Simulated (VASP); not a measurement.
The system is CsTaS2.

```
Cs Ta S
1.0
     3.54238    0.00000    0.00000
    -1.77119    3.06779    0.00000
     0.00000    0.00000    8.26848
Cs Ta S
1 1 2
Cartesian
  0.0000 0.0000 4.1342
  0.0000 2.0452 0.0000
  1.7712 1.0226 1.5030
  1.7712 1.0226 6.7655
```

The cell was built by a generator and needn't be a form met in nature.

```yaml
Program: VASP 6.6.1
Task: relaxation of cell and atoms
Functional: revPBE
Potentials_or_basis: VASP PAW PBE potentials, release 64 (Cs_sv, Ta_pv, S)
Cutoff: 600 eV
k_mesh: 7 × 7 × 3
Occupations: fermi-dirac, width 0.05 eV
Spin: no spin polarisation
```

At the start: pressure 1.9 GPa; volume 22.46 Å³/atom.

Q: How do energy, volume and symmetry change on relaxing?

A: Over 7 steps the energy falls by 3.5 meV/atom and the volume is 23.08 Å³/atom (+2.7 %); space group P-6m2 (No. 187, to 0.05 Å).

The path:
| step | energy change (eV) | largest force (eV/Å) | pressure (GPa) | volume (Å³) |
| --- | --- | --- | --- | --- |
| 1 | 0.0000 | 0.0140 | 1.90 | 89.86 |
| 2 | -0.0042 | 0.3296 | -1.37 | 93.37 |
| 3 | -0.0112 | 0.1789 | -0.02 | 91.79 |
| 4 | -0.0112 | 0.1771 | 0.05 | 91.75 |
| 5 | -0.0133 | 0.0727 | 0.05 | 92.02 |
| 6 | -0.0136 | 0.0115 | 0.04 | 92.18 |
| 7 | -0.0139 | 0.0121 | -0.02 | 92.31 |

Final structure:
```yaml
crystal:
  lattice:
    - [3.57347, 0.00000, 0.00000]
    - [-1.78673, 3.09471, 0.00000]
    - [0.00000, 0.00000, 8.34686]
  atoms:
    - { symbol: Cs, position: [0.00000, 0.00000, 0.50000] }
    - { symbol: Ta, position: [0.33333, 0.66667, 0.00000] }
    - { symbol: S, position: [0.66667, 0.33333, 0.18013] }
    - { symbol: S, position: [0.66667, 0.33333, 0.81987] }
```

Caveat: the PAW data sets were made with another functional, which shifts forces and pressure a little.
